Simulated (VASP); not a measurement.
# BPd4 (Pmm2) in VASP: a series of runs

The runs below take BPd4 through band structure, with r2SCAN, SCAN, TPSS.

All numbers are computed with VASP 6.6.1; they aren't measurements. Logs are shortened: lines on timing, memory, paths and dates and some standing lists are left out, and cuts for length are marked.

**1. The structure**

It takes space group Pmm2 (No. 25, orthorhombic). The conventional cell has a = 2.892 Å, b = 4.365 Å, c = 5.856 Å, α = 90.00°, β = 90.00°, γ = 90.00°. Pd (site symmetry mm2) is surrounded by 1 B at 1.96 Å. Pd (site symmetry mm2) has 2 B at 2.03 Å as nearest neighbours. Pd (site symmetry mm2) is surrounded by 10 Pd at 2.73 to 3.07 Å. Pd (site symmetry mm2) is surrounded by 2 B at 2.18 Å. B (site symmetry mm2) is surrounded by 5 Pd at 1.96 to 2.18 Å.

The cell comes from a database or a generator and needn't be the stable form of this composition.

**2. Band structure, r2SCAN**

File INCAR:

```
SYSTEM = BPd4
  PREC = Accurate
  ENCUT = 520
  EDIFF = 1E-6
  ISMEAR = -1
  SIGMA = 0.05
  LREAL = .FALSE.
  LASPH = .TRUE.
  NELM = 100
  ALGO = Normal
  ISIF = 2
  LWAVE = .FALSE.
  LCHARG = .FALSE.
  LMAXMIX = 4
  METAGGA = R2SCAN
  LMIXTAU = .TRUE.
  NBANDS = 30
```

File KPOINTS:

```
regular mesh
0
G
  7 5 4
  0 0 0
```

File POSCAR:

```
BPd4
1.0
    2.8920299704      0.0000000000      0.0000000000
    0.0000000000      4.3650077954      0.0000000000
    0.0000000000      0.0000000000      5.8563150000
Pd B
4 1
Direct
    0.5000000000      0.0000000000      0.1975780000
    0.0000000000      0.0000000000      0.6194700000
    0.0000000000      0.5000000000      0.3291640000
    0.5000000000      0.5000000000      0.8675610000
    0.5000000000      0.0000000000      0.8632270000
```

File KPOINTS_OPT:

```
path GXSYGZURTZ,YT,UX,SR
10
line-mode
reciprocal
 0.0000000000  0.0000000000  0.0000000000  G
 0.5000000000  0.0000000000  0.0000000000  X

 0.5000000000  0.0000000000  0.0000000000  X
 0.5000000000  0.5000000000  0.0000000000  S

 0.5000000000  0.5000000000  0.0000000000  S
 0.0000000000  0.5000000000  0.0000000000  Y

 0.0000000000  0.5000000000  0.0000000000  Y
 0.0000000000  0.0000000000  0.0000000000  G

 0.0000000000  0.0000000000  0.0000000000  G
 0.0000000000  0.0000000000  0.5000000000  Z

 0.0000000000  0.0000000000  0.5000000000  Z
 0.5000000000  0.0000000000  0.5000000000  U

 0.5000000000  0.0000000000  0.5000000000  U
 0.5000000000  0.5000000000  0.5000000000  R

 0.5000000000  0.5000000000  0.5000000000  R
 0.0000000000  0.5000000000  0.5000000000  T

 0.0000000000  0.5000000000  0.5000000000  T
 0.0000000000  0.0000000000  0.5000000000  Z

 0.0000000000  0.5000000000  0.0000000000  Y
 0.0000000000  0.5000000000  0.5000000000  T

 0.5000000000  0.0000000000  0.5000000000  U
 0.5000000000  0.0000000000  0.0000000000  X

 0.5000000000  0.5000000000  0.0000000000  S
 0.5000000000  0.5000000000  0.5000000000  R
```

Potentials or basis: VASP PAW PBE potentials, release 64 (Pd, B).

On the command line:

```console
> cat potpaw_PBE.64/Pd/POTCAR potpaw_PBE.64/B/POTCAR > POTCAR
> mpirun -np 1 vasp_std > vasp.out
```

OUTCAR:

```text
SYSTEM = BPd4
   PREC = Accurate
   ENCUT = 520
   EDIFF = 1E-6
   ISMEAR = -1
   LREAL = .FALSE.
   LASPH = .TRUE.
   NELM = 100
   ISIF = 2
   METAGGA = R2SCAN

 ion  position               nearest neighbor table
   1  0.500  0.000  0.198-   5 1.96   3 2.73   3 2.73   3 2.73   3 2.73   2 2.86   2 2.86   4 2.92
                             4 2.92
   2  0.000  0.000  0.619-   5 2.03   5 2.03   3 2.77   3 2.77   1 2.86   1 2.86   4 2.99   4 2.99
                             4 2.99   4 2.99
   3  0.000  0.500  0.329-   1 2.73   1 2.73   1 2.73   1 2.73   2 2.77   2 2.77   4 3.07   4 3.07

   4  0.500  0.500  0.868-   5 2.18   5 2.18   1 2.92   1 2.92   2 2.99   2 2.99   2 2.99   2 2.99
                             3 3.07   3 3.07
   5  0.500  0.000  0.863-   1 1.96   2 2.03   2 2.03   4 2.18   4 2.18

  LATTYP: Found a simple orthorhombic cell.
 ALAT       =     2.8920299704
 B/A-ratio  =     1.5093231537
 C/A-ratio  =     2.0249842014

  Lattice vectors:

 A1 = (   2.8920299704,   0.0000000000,   0.0000000000)
 A2 = (   0.0000000000,   4.3650077954,   0.0000000000)
 A3 = (   0.0000000000,   0.0000000000,   5.8563150000)

Analysis of symmetry for initial positions (statically):
=====================================================================
 Subroutine PRICEL returns:
 Original cell was already a primitive cell.

 Routine SETGRP: Setting up the symmetry group for a
 simple orthorhombic supercell.

 Subroutine GETGRP returns: Found  4 space group operations
 (whereof  4 operations were pure point group operations)
 out of a pool of  8 trial point group operations.

The static configuration has the point symmetry C_2v.

Analysis of symmetry for dynamics (positions and initial velocities):
=====================================================================
 Subroutine PRICEL returns:
 Original cell was already a primitive cell.

 Routine SETGRP: Setting up the symmetry group for a
 simple orthorhombic supercell.

 Subroutine GETGRP returns: Found  4 space group operations
 (whereof  4 operations were pure point group operations)
 out of a pool of  8 trial point group operations.

The dynamic configuration has the point symmetry C_2v.

 Subroutine INISYM returns: Found  4 space group operations
 (whereof  4 operations are pure point group operations),
 and found     1 'primitive' translations

----------------------------------------------------------------------------------------

                                     Primitive cell

  volume of cell :      73.9286

  direct lattice vectors                    reciprocal lattice vectors
     2.892029970  0.000000000  0.000000000     0.345777883  0.000000000  0.000000000
     0.000000000  4.365007795  0.000000000     0.000000000  0.229094665  0.000000000
     0.000000000  0.000000000  5.856315000     0.000000000  0.000000000  0.170755842

  length of vectors
     2.892029970  4.365007795  5.856315000     0.345777883  0.229094665  0.170755842

  position of ions in fractional coordinates (direct lattice)
     0.500000000  0.000000000  0.197578000
     0.000000000  0.000000000  0.619470000
     0.000000000  0.500000000  0.329164000
     0.500000000  0.500000000  0.867561000
     0.500000000  0.000000000  0.863227000

  ion indices of the primitive-cell ions
   primitive index   ion index
                 1           1
                 2           2
                 3           3
                 4           4
                 5           5

----------------------------------------------------------------------------------------

 KPOINTS: regular mesh

Automatic generation of k-mesh.
 Grid dimensions read from file:
 generate k-points for:    7    5    4

 Generating k-lattice:

  Cartesian coordinates                     Fractional coordinates (reciprocal lattice)
     0.049396840  0.000000000  0.000000000     0.142857143  0.000000000  0.000000000
     0.000000000  0.045818933  0.000000000     0.000000000  0.200000000  0.000000000
     0.000000000  0.000000000  0.042688961     0.000000000  0.000000000  0.250000000

[... 49 lines left out ...]
  ---------------------------------------------------
  ext. energy  EPLUGINS =         0.00000000
  ---------------------------------------------------
  free energy    TOTEN  =       -99.11124361 eV

  energy without entropy =      -99.09343932  energy(sigma->0) =      -99.10234147

 E-fermi :   7.9401     XC(G=0): -13.1245

 val. band max:        7.9315677694   @ k =   0.4286   0.0000   0.0000
 cond. band min:       7.9620889231   @ k =   0.0000   0.0000   0.5000
 fundamental gap:      0.0305211537
 Fermi energy:         7.9400859425

 k-point     1 :       0.0000    0.0000    0.0000
  band No.  band energies     occupation
      1      -2.0528      2.00000
      2       2.3179      2.00000
      3       2.5239      2.00000
      4       3.1707      2.00000
      5       3.2370      2.00000
      6       3.8519      2.00000
[... 22 lines left out ...]
     29      17.1162      0.00000
     30      18.2220      0.00000

 k-point     2 :       0.1429    0.0000    0.0000
  band No.  band energies     occupation
      1      -1.7957      2.00000
      2       2.4906      2.00000
      3       2.8575      2.00000
      4       3.2319      2.00000
      5       3.3985      2.00000
      6       3.7527      2.00000
[... 22 lines left out ...]
     29      17.3898      0.00000
     30      18.5763      0.00000

 k-point     3 :       0.2857    0.0000    0.0000
  band No.  band energies     occupation
      1      -1.1851      2.00000
      2       2.3904      2.00000
      3       3.3229      2.00000
      4       3.3476      2.00000
      5       3.6858      2.00000
      6       3.7256      2.00000
[... 22 lines left out ...]
     29      16.9666      0.00000
     30      18.1980      0.00000

 k-point     4 :       0.4286    0.0000    0.0000
  band No.  band energies     occupation
      1      -0.6728      2.00000
      2       2.4745      2.00000
      3       3.2254      2.00000
      4       3.2620      2.00000
      5       3.2956      2.00000
      6       3.6098      2.00000
[... 616 lines left out ...]
     29      18.2788      0.00000
     30      20.8485      0.00000

 k-point    23 :       0.2857    0.4000    0.2500
  band No.  band energies     occupation
      1      -0.3617      2.00000
      2       2.2345      2.00000
      3       2.3140      2.00000
      4       3.0844      2.00000
      5       3.5744      2.00000
      6       3.9632      2.00000
[... 22 lines left out ...]
     29      17.8369      0.00000
     30      18.8852      0.00000

 k-point    24 :       0.4286    0.4000    0.2500
  band No.  band energies     occupation
      1       0.0377      2.00000
      2       2.0543      2.00000
      3       2.3428      2.00000
      4       2.8953      2.00000
      5       3.4083      2.00000
      6       3.7860      2.00000
[... 22 lines left out ...]
     29      16.7794      0.00000
     30      17.9043      0.00000

 [... further k-points ...]
[... 5 lines left out ...]
  --------------------------------------------------------------------------------------
  -------------------------------------------------------------------------------------
  Total       -1.7276058     -1.9044286     -1.9351922      0.0000000      0.0000000      0.0000000
  in kB      -37.4406176    -41.2727148    -41.9394234      0.0000000      0.0000000      0.0000000
  external PRESSURE =     -40.2175853 kB  Pullay stress =       0.0000000 kB

 VOLUME and BASIS-vectors are now :
 -----------------------------------------------------------------------------
  energy-cutoff  :      520.00
  volume of cell :       73.93
      direct lattice vectors                 reciprocal lattice vectors
     2.892029970  0.000000000  0.000000000     0.345777883  0.000000000  0.000000000
     0.000000000  4.365007795  0.000000000     0.000000000  0.229094665  0.000000000
     0.000000000  0.000000000  5.856315000     0.000000000  0.000000000  0.170755842

 POSITION                                       TOTAL-FORCE (eV/Angst)
 -----------------------------------------------------------------------------------
      1.44601      0.00000      1.15708         0.000000      0.000000     -0.241843
      0.00000      0.00000      3.62781         0.000000      0.000000      0.081353
      0.00000      2.18250      1.92769         0.000000      0.000000      0.023898
      1.44601      2.18250      5.08071         0.000000      0.000000      0.127659
      1.44601      0.00000      5.05533         0.000000      0.000000      0.008933
 -----------------------------------------------------------------------------------
    total drift:                                0.000000     -0.000000      0.000333

  FREE ENERGIE OF THE ION-ELECTRON SYSTEM (eV)
  ---------------------------------------------------
  free  energy   TOTEN  =       -99.1112436135 eV

  energy  without entropy=      -99.0934393237  energy(sigma->0) =      -99.10234147
```

Wall time 7.2 min (1 thread of Intel Xeon Platinum 8488C (Sapphire Rapids), shared host); peak memory 0.25 GiB.

Results:

```yaml
Free_energy: -99.1112 eV
Pressure: -4.0 GPa
Largest_force: 0.242 eV/Å
Band_gap_along_the_path: none (metal or under the smearing width)
```

Forces on the atoms (eV/Å):
```
Pd   0.000  0.000 -0.242
Pd   0.000  0.000  0.081
Pd   0.000  0.000  0.024
Pd   0.000  0.000  0.128
B    0.000  0.000  0.009
```

Levels at the corners of the path, in eV from the Fermi level:
| point | band 18 | band 19 | band 20 | band 21 | band 22 | band 23 | band 24 | band 25 |
| --- | --- | --- | --- | --- | --- | --- | --- | --- |
| Γ | -1.46 | -1.31 | -0.88 | -0.61 | -0.23 | 0.04 | 0.45 | 5.62 |
| X | -0.70 | -0.66 | -0.37 | 0.44 | 0.50 | 1.87 | 2.66 | 3.67 |
| X | -0.70 | -0.66 | -0.37 | 0.44 | 0.50 | 1.87 | 2.66 | 3.67 |
| S | -0.82 | -0.43 | -0.08 | 0.80 | 1.56 | 2.47 | 2.55 | 3.32 |
| S | -0.82 | -0.43 | -0.08 | 0.80 | 1.56 | 2.47 | 2.55 | 3.32 |
| Y | -1.57 | -1.02 | -0.97 | -0.91 | -0.74 | -0.51 | 1.62 | 2.36 |
| Y | -1.57 | -1.02 | -0.97 | -0.91 | -0.74 | -0.51 | 1.62 | 2.36 |
| Γ | -1.46 | -1.31 | -0.88 | -0.61 | -0.23 | 0.04 | 0.45 | 5.62 |
| Γ | -1.46 | -1.31 | -0.88 | -0.61 | -0.23 | 0.04 | 0.45 | 5.62 |
| Z | -1.37 | -1.34 | -1.20 | -0.90 | 0.02 | 1.68 | 2.10 | 4.80 |
| Z | -1.37 | -1.34 | -1.20 | -0.90 | 0.02 | 1.68 | 2.10 | 4.80 |
| U | -0.69 | -0.61 | -0.35 | 0.01 | 0.58 | 1.62 | 2.53 | 3.02 |
| U | -0.69 | -0.61 | -0.35 | 0.01 | 0.58 | 1.62 | 2.53 | 3.02 |
| R | -0.73 | -0.68 | -0.24 | -0.18 | 1.14 | 2.40 | 2.69 | 2.90 |
| R | -0.73 | -0.68 | -0.24 | -0.18 | 1.14 | 2.40 | 2.69 | 2.90 |
| T | -1.18 | -1.05 | -0.94 | -0.81 | -0.53 | -0.45 | -0.14 | 3.53 |
| T | -1.18 | -1.05 | -0.94 | -0.81 | -0.53 | -0.45 | -0.14 | 3.53 |
| Z | -1.37 | -1.34 | -1.20 | -0.90 | 0.02 | 1.68 | 2.10 | 4.80 |
| Y | -1.57 | -1.02 | -0.97 | -0.91 | -0.74 | -0.51 | 1.62 | 2.36 |
| T | -1.18 | -1.05 | -0.94 | -0.81 | -0.53 | -0.45 | -0.14 | 3.53 |
| U | -0.69 | -0.61 | -0.35 | 0.01 | 0.58 | 1.62 | 2.53 | 3.02 |
| X | -0.70 | -0.66 | -0.37 | 0.44 | 0.50 | 1.87 | 2.66 | 3.67 |
| S | -0.82 | -0.43 | -0.08 | 0.80 | 1.56 | 2.47 | 2.55 | 3.32 |
| R | -0.73 | -0.68 | -0.24 | -0.18 | 1.14 | 2.40 | 2.69 | 2.90 |

Caveat: the PAW data sets were made with another functional, which shifts forces and pressure a little.

**3. Band structure, SCAN**

Edit INCAR of step 2 so:

```diff
@@ -14,3 +14,3 @@
   LMAXMIX = 4
-  METAGGA = R2SCAN
+  METAGGA = SCAN
   LMIXTAU = .TRUE.
```

KPOINTS is that of step 2.

POSCAR is that of step 2.

KPOINTS_OPT is that of step 2.

Potentials or basis: VASP PAW PBE potentials, release 64 (Pd, B).

On the command line:

```console
> cat potpaw_PBE.64/Pd/POTCAR potpaw_PBE.64/B/POTCAR > POTCAR
> mpirun -np 1 vasp_std > vasp.out
```

Wall time 8.4 min (1 thread of Intel Xeon Platinum 8488C (Sapphire Rapids), shared host); peak memory 0.25 GiB.

The run converged. Its results:

```yaml
Free_energy: -138.6159 eV
Pressure: -6.7 GPa
Largest_force: 0.326 eV/Å
Band_gap_along_the_path: none (metal or under the smearing width)
```

Forces on the atoms (eV/Å):
```
Pd   0.000  0.000 -0.326
Pd   0.000  0.000  0.204
Pd   0.000  0.000 -0.001
Pd   0.000  0.000  0.138
B    0.000  0.000 -0.015
```

Stress tensor (GPa, compression positive):
```
-6.22  0.00  0.00
 0.00 -6.96  0.00
 0.00  0.00 -6.80
```

Levels at the corners of the path, in eV from the Fermi level:
```
point  band 19  band 20  band 21  band 22  band 23  band 24
    Γ    -1.31    -0.88    -0.61    -0.26     0.05     0.46
    X    -0.65    -0.37     0.43     0.49     1.86     2.67
    X    -0.65    -0.37     0.43     0.49     1.86     2.67
    S    -0.43    -0.08     0.86     1.54     2.43     2.52
    S    -0.43    -0.08     0.86     1.54     2.43     2.52
    Y    -1.03    -0.96    -0.92    -0.74    -0.52     1.55
    Y    -1.03    -0.96    -0.92    -0.74    -0.52     1.55
    Γ    -1.31    -0.88    -0.61    -0.26     0.05     0.46
    Γ    -1.31    -0.88    -0.61    -0.26     0.05     0.46
    Z    -1.34    -1.20    -0.91     0.03     1.69     2.04
    Z    -1.34    -1.20    -0.91     0.03     1.69     2.04
    U    -0.62    -0.35     0.00     0.60     1.63     2.54
    U    -0.62    -0.35     0.00     0.60     1.63     2.54
    R    -0.68    -0.22    -0.19     1.12     2.36     2.60
    R    -0.68    -0.22    -0.19     1.12     2.36     2.60
    T    -1.04    -0.95    -0.86    -0.53    -0.47    -0.13
    T    -1.04    -0.95    -0.86    -0.53    -0.47    -0.13
    Z    -1.34    -1.20    -0.91     0.03     1.69     2.04
    Y    -1.03    -0.96    -0.92    -0.74    -0.52     1.55
    T    -1.04    -0.95    -0.86    -0.53    -0.47    -0.13
    U    -0.62    -0.35     0.00     0.60     1.63     2.54
    X    -0.65    -0.37     0.43     0.49     1.86     2.67
    S    -0.43    -0.08     0.86     1.54     2.43     2.52
    R    -0.68    -0.22    -0.19     1.12     2.36     2.60
```

Caveat: the PAW data sets were made with another functional, which shifts forces and pressure a little.

**4. Band structure, TPSS**

Edit INCAR of step 3 so:

```diff
@@ -14,3 +14,3 @@
   LMAXMIX = 4
-  METAGGA = SCAN
+  METAGGA = TPSS
   LMIXTAU = .TRUE.
```

KPOINTS is that of step 3.

POSCAR is that of step 3.

KPOINTS_OPT is that of step 3.

On the command line:

```console
> cat potpaw_PBE.64/Pd/POTCAR potpaw_PBE.64/B/POTCAR > POTCAR
> mpirun -np 1 vasp_std > vasp.out
```

Run time: 6.4 min. Hardware: 1 thread of Intel Xeon Platinum 8488C (Sapphire Rapids), shared host; peak memory 0.25 GiB.

It converged, with:

```
Free energy             : -62.3221 eV
Pressure                : -5.0 GPa
Largest force           : 0.139 eV/Å
Band gap along the path : none (metal or under the smearing width)
```

Forces on the atoms (eV/Å):
```
Pd   0.000  0.000 -0.091
Pd   0.000  0.000 -0.139
Pd   0.000  0.000  0.041
Pd   0.000  0.000  0.080
B    0.000  0.000  0.109
```

Stress tensor (GPa, compression positive):
```
-5.59  0.00  0.00
 0.00 -4.35  0.00
 0.00  0.00 -5.01
```

Levels at the corners of the path, in eV from the Fermi level:
```csv
point,band 17,band 18,band 19,band 20,band 21,band 22,band 23,band 24,band 25,band 26
Γ,-1.45,-1.40,-1.24,-0.85,-0.55,-0.30,0.06,0.42,5.29,5.49
X,-0.67,-0.64,-0.62,-0.33,0.41,0.46,1.80,2.57,3.46,4.73
X,-0.67,-0.64,-0.62,-0.33,0.41,0.46,1.80,2.57,3.46,4.73
S,-0.98,-0.77,-0.39,-0.06,0.78,1.46,2.35,2.40,3.06,3.65
S,-0.98,-0.77,-0.39,-0.06,0.78,1.46,2.35,2.40,3.06,3.65
Y,-1.78,-1.49,-1.00,-0.89,-0.87,-0.75,-0.46,1.35,2.28,4.01
Y,-1.78,-1.49,-1.00,-0.89,-0.87,-0.75,-0.46,1.35,2.28,4.01
Γ,-1.45,-1.40,-1.24,-0.85,-0.55,-0.30,0.06,0.42,5.29,5.49
Γ,-1.45,-1.40,-1.24,-0.85,-0.55,-0.30,0.06,0.42,5.29,5.49
Z,-1.71,-1.31,-1.26,-1.13,-0.85,0.04,1.62,1.95,4.50,5.04
Z,-1.71,-1.31,-1.26,-1.13,-0.85,0.04,1.62,1.95,4.50,5.04
U,-0.74,-0.63,-0.58,-0.32,0.00,0.55,1.55,2.44,2.87,5.61
U,-0.74,-0.63,-0.58,-0.32,0.00,0.55,1.55,2.44,2.87,5.61
R,-1.18,-0.70,-0.62,-0.20,-0.17,1.01,2.21,2.37,2.73,3.52
R,-1.18,-0.70,-0.62,-0.20,-0.17,1.01,2.21,2.37,2.73,3.52
T,-1.27,-1.18,-0.96,-0.90,-0.84,-0.48,-0.44,-0.13,3.33,6.63
T,-1.27,-1.18,-0.96,-0.90,-0.84,-0.48,-0.44,-0.13,3.33,6.63
Z,-1.71,-1.31,-1.26,-1.13,-0.85,0.04,1.62,1.95,4.50,5.04
Y,-1.78,-1.49,-1.00,-0.89,-0.87,-0.75,-0.46,1.35,2.28,4.01
T,-1.27,-1.18,-0.96,-0.90,-0.84,-0.48,-0.44,-0.13,3.33,6.63
U,-0.74,-0.63,-0.58,-0.32,0.00,0.55,1.55,2.44,2.87,5.61
X,-0.67,-0.64,-0.62,-0.33,0.41,0.46,1.80,2.57,3.46,4.73
S,-0.98,-0.77,-0.39,-0.06,0.78,1.46,2.35,2.40,3.06,3.65
R,-1.18,-0.70,-0.62,-0.20,-0.17,1.01,2.21,2.37,2.73,3.52
```

Caveat: the PAW data sets were made with another functional, which shifts forces and pressure a little.

**5. The reference run**

An earlier run on the cell as given: functional PBEsol; potentials or basis VASP PAW PBE potentials, release 64 (Pd, B); cutoff 520 eV; k mesh 9 × 6 × 5; occupations fermi-dirac, width 0.05 eV; no spin polarisation.

- Pressure: -8.5 GPa
- Largest force: 0.138 eV/Å
- Band gap on the k mesh: none (metal or under the smearing width)

**6. Summary**

```tsv
task	level	k mesh	ladder	pressure (GPa)	largest force (eV/Å)
band structure	r2SCAN	7 × 5 × 4	-	-4.0	0.24
band structure	SCAN	7 × 5 × 4	-	-6.7	0.33
band structure	TPSS	7 × 5 × 4	-	-5.0	0.14
single point	PBEsol	9 × 6 × 5	free	-8.5	0.14
```

Alike in all rows: potentials or basis VASP PAW PBE potentials, release 64 (Pd, B); no spin polarisation; cell as given; cutoff (eV) 520; smearing fermi-dirac 0.05 eV.

The pressure there spans -8.5 GPa (PBEsol) to -4.0 GPa (r2SCAN); a positive pressure means that this level wants a larger cell, a negative one a smaller.

Caveats: the PAW data sets were made with another functional, which shifts forces and pressure a little.

Total energies depend on the potentials used, so only differences within one code and one set of settings carry meaning.
